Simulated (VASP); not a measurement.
Output of a VASP run:

File OSZICAR:
```
       N       E                     dE             d eps       ncg     rms          rms(c)
DAV:   1    -0.631285443683E+03   -0.63129E+03   -0.50767E+03    54   0.869E+02
DAV:   2    -0.664477263805E+03   -0.33192E+02   -0.33001E+02    65   0.149E+02
DAV:   3    -0.666023170704E+03   -0.15459E+01   -0.15399E+01    82   0.258E+01
DAV:   4    -0.666039794114E+03   -0.16623E-01   -0.16609E-01    75   0.330E+00
DAV:   5    -0.156352077711E+01    0.66448E+03   -0.48560E+00    54   0.230E+01    0.317E+00
DAV:   6    -0.161695905478E+01   -0.53438E-01   -0.16130E-01    90   0.355E+00    0.243E+00
DAV:   7    -0.161327908814E+01    0.36800E-02   -0.39470E-03    75   0.663E-01    0.150E+00
DAV:   8    -0.161055591228E+01    0.27232E-02   -0.18300E-03    98   0.400E-01    0.872E-01
DAV:   9    -0.160961690849E+01    0.93900E-03   -0.10802E-03    82   0.253E-01    0.493E-01
DAV:  10    -0.160933224246E+01    0.28467E-03   -0.42254E-04    90   0.138E-01    0.275E-01
DAV:  11    -0.160924851098E+01    0.83731E-04   -0.13022E-04    81   0.687E-02    0.158E-01
DAV:  12    -0.160922149565E+01    0.27015E-04   -0.34921E-05    89   0.335E-02    0.927E-02
DAV:  13    -0.160921281843E+01    0.86772E-05   -0.91701E-06    80   0.167E-02    0.542E-02
DAV:  14    -0.160920953867E+01    0.32798E-05   -0.23314E-06    64   0.848E-03    0.324E-02
DAV:  15    -0.160920830603E+01    0.12326E-05   -0.53558E-07    56   0.460E-03    0.194E-02
DAV:  16    -0.160920779013E+01    0.51590E-06   -0.31592E-07    48   0.379E-03
   1 F= -.16092078E+01 E0= -.16099325E+01  d E =0.217421E-02
```

### OUTCAR
```
------------------------ aborting loop because EDIFF is reached ----------------------------------------
  FORCE on cell =-STRESS in cart. coord.  units (eV):
  Direction    XX          YY          ZZ          XY          YZ          ZX
  --------------------------------------------------------------------------------------
  Total       -1.4211531     -1.4211531     -1.4211531      0.0000000      0.0000000     -0.0000000
  in kB      -40.5229167    -40.5229167    -40.5229167      0.0000000      0.0000000     -0.0000000
  external PRESSURE =     -40.5229167 kB  Pullay stress =       0.0000000 kB
  volume of cell :       56.19
      direct lattice vectors                 reciprocal lattice vectors
     0.000000000  3.040000000  3.040000000    -0.164473684  0.164473684  0.164473684
     3.040000000  0.000000000  3.040000000     0.164473684 -0.164473684  0.164473684
     3.040000000  3.040000000  0.000000000     0.164473684  0.164473684 -0.164473684
 POSITION                                       TOTAL-FORCE (eV/Angst)
 -----------------------------------------------------------------------------------
      0.00000      0.00000      0.00000         0.000000      0.000000      0.000000
 -----------------------------------------------------------------------------------
    total drift:                                0.000003      0.000013      0.000000
  FREE ENERGIE OF THE ION-ELECTRON SYSTEM (eV)
  ---------------------------------------------------
  free  energy   TOTEN  =        -1.6092077901 eV

  energy  without entropy=       -1.6113820046  energy(sigma->0) =       -1.60993253

  exchange ACFDT corr.  =         0.00000000  see jH, gK, PRB 81, 115126
```
(Selected blocks of OUTCAR.)

POSCAR:
```
Sr
1
    0.0000000000     3.0400000000     3.0400000000
    3.0400000000     0.0000000000     3.0400000000
    3.0400000000     3.0400000000     0.0000000000
Sr
1
Direct
  0.0000000000   0.0000000000   0.0000000000
```

### Question
Reconstruct the remaining input files.

### Answer
Several could match; the one computed here: the input of the run itself, HSE06 screened hybrid, plane waves, VASP's PBE PAW potentials (set 64).

**KPOINTS**
```
Automatic mesh
0
Gamma
2 2 2
0 0 0
```

### INCAR
```
AEXX = 0.25
ALGO = Normal
EDIFF = 1E-6
ENCUT = 400
GGA = PE
HFSCREEN = 0.2
ISIF = 2
ISMEAR = 1
ISYM = 3
LASPH = .TRUE.
LCHARG = .FALSE.
LHFCALC = .TRUE.
LMAXMIX = 4
LREAL = .FALSE.
LWAVE = .FALSE.
NELM = 100
PREC = Accurate
PRECFOCK = Fast
SIGMA = 0.1
SYSTEM = Sr
```

POTCAR, in this order: Sr_sv (PBE.64 set). Program: vasp_std.

The compound is Sr in the fcc structure. The cell was not relaxed at this level. The k-mesh is coarse (spacing up to 0.89 per Å, 2π included), so the numbers may not be converged in it.
